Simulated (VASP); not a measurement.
Level of theory: PBE GGA, VASP's PBE PAW potentials (set 64) (plane waves; VASP).

Input for VASP

INCAR:
```
# general
SYSTEM  = Hf
PREC    = Accurate
ENCUT   = 520   # plane-wave cut-off (eV)
LREAL   = F
LASPH   = T   # aspherical one-centre terms

# electronic loop
EDIFF   = 1E-7   # SCF stop (eV)
NELM    = 100
ALGO    = Normal   # blocked Davidson
LMAXMIX = 6

# smearing
ISMEAR  = -5   # tetrahedra, Bloechl

# functional
GGA     = PE

# ions
ISIF    = 2   # forces and stress, cell fixed

# output
LWAVE   = F
LCHARG  = T
LORBIT  = 11   # lm-projected
NEDOS   = 601   # DOS grid
```

File POSCAR:
```
Hf
1
    1.6008180774    -2.7726982052     0.0000000000
    1.6008180774     2.7726982052    -0.0000000000
    0.0000000000     0.0000000000     5.0595963037
Hf
2
Direct
  0.3333330000   0.6666670000   0.2500000000
  0.6666670000   0.3333330000   0.7500000000
```

File KPOINTS:
```
Automatic
0
gamma
  15 15 8
```

POTCAR, in this order: Hf_pv (PBE.64 set). Program: vasp_std.

The run wrote:

OSZICAR:
```
       N       E                     dE             d eps       ncg     rms          rms(c)
DAV:   1     0.488808027233E+02    0.48881E+02   -0.11748E+04  3788   0.136E+03
DAV:   2    -0.184020701434E+02   -0.67283E+02   -0.66320E+02  4710   0.272E+02
DAV:   3    -0.205509727144E+02   -0.21489E+01   -0.21112E+01  5132   0.315E+01
DAV:   4    -0.205707324547E+02   -0.19760E-01   -0.19792E-01  4344   0.379E+00
DAV:   5    -0.205710399857E+02   -0.30753E-03   -0.30831E-03  5178   0.384E-01    0.651E+01
DAV:   6    -0.200436736752E+02    0.52737E+00   -0.51098E-01  4032   0.551E+00    0.385E+01
DAV:   7    -0.198600958244E+02    0.18358E+00   -0.85529E-01  4052   0.683E+00    0.197E+00
DAV:   8    -0.198501688684E+02    0.99270E-02   -0.57077E-02  4182   0.183E+00    0.272E-01
DAV:   9    -0.198502655853E+02   -0.96717E-04   -0.11782E-03  5250   0.276E-01    0.209E-01
DAV:  10    -0.198502540417E+02    0.11544E-04   -0.59294E-05  4358   0.617E-02    0.283E-01
DAV:  11    -0.198502566615E+02   -0.26198E-05   -0.77343E-06  4854   0.236E-02    0.162E-02
DAV:  12    -0.198502569167E+02   -0.25523E-06   -0.64555E-07  4864   0.621E-03    0.860E-03
DAV:  13    -0.198502567757E+02    0.14099E-06   -0.23109E-08  2982   0.137E-03    0.341E-03
DAV:  14    -0.198502567042E+02    0.71547E-07   -0.42357E-09  2706   0.638E-04
   1 F= -.19850257E+02 E0= -.19850257E+02  d E =0.000000E+00
```

### OUTCAR
```
------------------------ aborting loop because EDIFF is reached ----------------------------------------
  FORCE on cell =-STRESS in cart. coord.  units (eV):
  Direction    XX          YY          ZZ          XY          YZ          ZX
  --------------------------------------------------------------------------------------
  Total       -0.0322989     -0.0322989     -0.0015437      0.0000000      0.0000000      0.0000000
  in kB       -1.1521479     -1.1521479     -0.0550664      0.0000000      0.0000000      0.0000000
  external PRESSURE =      -0.7864541 kB  Pullay stress =       0.0000000 kB
  volume of cell :       44.91
      direct lattice vectors                 reciprocal lattice vectors
     1.600818077 -2.772698205  0.000000000     0.312340301 -0.180329759  0.000000000
     1.600818077  2.772698205  0.000000000     0.312340301  0.180329759  0.000000000
     0.000000000  0.000000000  5.059596304     0.000000000  0.000000000  0.197644227
 POSITION                                       TOTAL-FORCE (eV/Angst)
 -----------------------------------------------------------------------------------
      1.60082      0.92423      1.26490         0.000000      0.000000      0.000000
      1.60082     -0.92423      3.79470        -0.000000     -0.000000      0.000000
 -----------------------------------------------------------------------------------
    total drift:                                0.000000      0.000183     -0.000016
  FREE ENERGIE OF THE ION-ELECTRON SYSTEM (eV)
  ---------------------------------------------------
  free  energy   TOTEN  =       -19.8502567042 eV

  energy  without entropy=      -19.8502567042  energy(sigma->0) =      -19.85025670

 total charge

# of ion       s       p       d       tot
------------------------------------------
    1        0.393   6.386   1.541   8.319
    2        0.393   6.386   1.541   8.319
--------------------------------------------------
tot          0.785  12.772   3.081  16.639
```
(Selected blocks of OUTCAR.)

For a metal the tetrahedron method with Blöchl corrections gives inexact stress and forces.

The compound is Hf in the hcp structure. It was relaxed first.
